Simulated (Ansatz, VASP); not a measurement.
# La72N36Cl107 (V_Cl1): VASP beside Ansatz

Aim: how closely do two programs agree when they are given the same cell, functional and k mesh? The cell is taken from a series of runs on this material, whose earlier steps may have relaxed, scaled, displaced or heated it; both programs get it as it stands.

Program: Ansatz 0.2.0. Level of theory: plane waves, with VASP 6.6.1 beside it; single point at PBEsol. Results are calculated unless marked as measured.

## (1) The structure

The cell holds 215 atoms: 72 La, 36 N and 107 Cl. Its edges and angles: a = 18.209 Å, b = 20.488 Å, c = 16.468 Å, α = 114.5°, β = 111.6°, γ = 90.0°. It derives from La2NCl3 (La2NCl3 (Ibam)). Nearest the centre at fractional (0.399, 0.335, 0.196): La36 at 2.94 Å, La34 at 3.06 Å, Cl147 at 3.09 Å, Cl111 at 3.12 Å, N89 at 3.26 Å, N78 at 3.30 Å, La25 at 3.42 Å, La1 at 3.43 Å. The cell carries charge +1.

## (2) VASP: single point, PBEsol

With cell and atoms fixed, the geometry can't cause a difference; cores, projectors, grids and the points listed under the comparison can.

Lines of VASP's logs that name or quote its potential files are left out, and so is its time.

INCAR

```
SYSTEM = La72N36Cl107
PREC = Accurate
ENCUT = 520
EDIFF = 1E-06
NELM = 200
ISMEAR = -1
SIGMA = 0.01
LREAL = Auto
ALGO = Normal
GGA = PS
NELECT = 1720
NBANDS = 1010
LASPH = .TRUE.
LORBIT = 11
LWAVE = .FALSE.
LCHARG = .FALSE.
ISIF = 2
GGA_COMPAT = .FALSE.
EFERMI = MIDGAP
LMAXMIX = 6
```

POSCAR

```
La72N36Cl107
1.0
    0.0000000000      0.0000000000     18.2089010450
   20.4877439904      0.0000000000      0.0000000000
   -6.8292479968     13.7004806410     -6.0696336817
La N Cl
72 36 107
Direct
    0.1923766094      0.3035363038      0.0925482589
    0.1412382754      0.0275730988      0.4056100958
    0.3006201523      0.2423817298      0.4048033577
[... 3 atom lines left out ...]
    0.3030619887      0.2415650732      0.9095383643
[... 3 atom lines left out ...]
    0.2977337713      0.5750790412      0.4053969432
[... 2 atom lines left out ...]
    0.1344468771      0.3601674794      0.9050165304
[... 10 atom lines left out ...]
    0.5354985162      0.3042519604      0.0934573488
[... 1 atom line left out ...]
    0.6316181051      0.2426208070      0.4041916754
    0.3600962370      0.0893807089      0.0961324893
[... 5 atom lines left out ...]
    0.4685045960      0.3627719831      0.4098828987
    0.6313871290      0.5749037832      0.4050625125
    0.3624819589      0.4261818703      0.0928817133
[... 1 atom line left out ...]
    0.4666295194      0.3608883535      0.9061196349
[... 1 atom line left out ...]
    0.3633987777      0.4245128147      0.5958532624
[... 23 atom lines left out ...]
    0.6979136744      0.4245611787      0.5951155231
[... 9 atom lines left out ...]
    0.2455950727      0.9987907454      0.0006099308
[... 2 atom lines left out ...]
    0.0811703671      0.3332145025      0.9988267961
    0.2510158580      0.3329084842      0.0036487441
[... 6 atom lines left out ...]
    0.4121469379      0.9989686118      0.0003102739
[... 3 atom lines left out ...]
    0.4175290446      0.3339589664      0.0063273523
    0.5828422275      0.3329991139      0.9974701803
    0.4156049469      0.3332956601      0.5013969638
    0.5827579351      0.3337328681      0.5024659548
[... 16 atom lines left out ...]
    0.0796934651      0.1656162566      0.9988652172
    0.2477311748      0.1662563281      0.0012786642
    0.2851157337      0.3279631870      0.2961554632
[... 1 atom line left out ...]
    0.2342963829      0.1276715695      0.1964412247
[... 3 atom lines left out ...]
    0.2721549297      0.3306298901      0.8070794956
[... 2 atom lines left out ...]
    0.1010265775      0.2037938345      0.8059443301
[... 1 atom line left out ...]
    0.2490091692      0.4965705843      0.9914603270
[... 1 atom line left out ...]
    0.0709937198      0.3360940511      0.1978031535
    0.2362075323      0.4604765095      0.1962391482
[... 2 atom lines left out ...]
    0.2477244754      0.4994497960      0.5007208412
[... 16 atom lines left out ...]
    0.4187621236      0.1705866066      0.0130760335
    0.5778223716      0.1630309142      0.9898589317
    0.5779711386      0.3306032779      0.2977092211
[... 1 atom line left out ...]
    0.5685465840      0.1285874210      0.1963746454
    0.4368696650      0.2056932046      0.3036837825
[... 5 atom lines left out ...]
    0.4323521269      0.2045011972      0.8056441244
    0.4203674278      0.5013021815      0.0050793575
[... 2 atom lines left out ...]
    0.5691380059      0.4617472098      0.1953990857
    0.4376563744      0.5322478070      0.3039946070
    0.4140787794      0.4998275765      0.5001629581
    0.5832216486      0.5017975794      0.5058045195
[... 31 atom lines left out ...]
    0.7255276148      0.3354020672      0.1971258269
[... 2 atom lines left out ...]
    0.7458770147      0.4973859498      0.4941967563
[... 16 atom lines left out ...]
    0.7707272861      0.8711391618      0.8028488369
```

KPOINTS

```
Automatic mesh
0
Gamma
1 1 1
0 0 0
```

PAW data sets: La, N and Cl (PBE family, release 64).

The run is started by

```bash
$ export OMP_NUM_THREADS=3
$ mpirun -np 1 vasp_gam
```

Log:

```text
[banner, memory and clock lines left out]
running    1 mpi-ranks, on    1 nodes
[...]
Offloading initialized ...    1 GPUs detected
[...]
|                                                                             |
|               ----> ADVICE to this user running VASP <----                  |
|                                                                             |
|     You enforced a specific xc type in the INCAR file but a different       |
|     [... a line on the potential file left out ...]
|     I HOPE YOU KNOW WHAT YOU ARE DOING!                                     |
|                                                                             |

 LDA part: xc-table for (Slater+PW92), standard interpolation
 POSCAR, INCAR and KPOINTS ok, starting setup
[...]
entering main loop
       N       E                     dE             d eps       ncg     rms          rms(c)
DAV:   1     0.345574198468E+05    0.34557E+05   -0.62924E+05  2116   0.268E+03
DAV:   2     0.154891122459E+05   -0.19068E+05   -0.17950E+05  2292   0.735E+02
DAV:   3     0.579436538604E+04   -0.96947E+04   -0.91523E+04  2412   0.361E+02
DAV:   4     0.524056774662E+03   -0.52703E+04   -0.50958E+04  3196   0.257E+02
DAV:   5    -0.116834592189E+04   -0.16924E+04   -0.16169E+04  3854   0.162E+02BRMIX: very serious problems
 the old and the new charge density differ
 old charge density:  1721.00000 new 1720.00000
    0.877E+01
DAV:   6    -0.136355502965E+04   -0.19521E+03   -0.51483E+03  3880   0.957E+01    0.388E+01
DAV:   7    -0.140230228384E+04   -0.38747E+02   -0.83283E+02  3912   0.422E+01    0.343E+01
DAV:   8    -0.139640212271E+04    0.59002E+01   -0.16803E+02  4016   0.194E+01    0.167E+01
DAV:   9    -0.139557145142E+04    0.83067E+00   -0.56931E+01  3584   0.949E+00    0.915E+00
[...]
DAV:  28    -0.139576871632E+04    0.27643E-05   -0.10509E-05  1888   0.624E-03    0.425E-03
DAV:  29    -0.139576871861E+04   -0.22861E-05   -0.90788E-06  1912   0.460E-03    0.368E-03
DAV:  30    -0.139576871903E+04   -0.41951E-06   -0.25730E-06  1632   0.450E-03
   1 F= -.13957687E+04 E0= -.13957687E+04  d E =0.000000E+00
```

Parts of OUTCAR (step 2):

```text
  FREE ENERGIE OF THE ION-ELECTRON SYSTEM (eV)
  ---------------------------------------------------
  free  energy   TOTEN  =     -1395.7687190285 eV

  energy  without entropy=    -1395.7687190285  energy(sigma->0) =    -1395.76871903

[... 1 further part left out ...]
```

The run ends at a pressure of -0.37 GPa, with forces up to 0.38 eV/Å.

[end of part 1 of 2]

[Lines on the potential files, build, host, timing and source positions are cut from VASP's logs without a mark.]

[Logs are printed without paths, hosts, clocks, repeated set-up lines and the standing remarks that a program may print on its own settings, such as how far it seeks lower states.]

[Hosts, paths, dates, database ids (printed as entryN), source tags and the programs' standing remarks are cut or masked in the printed files.]
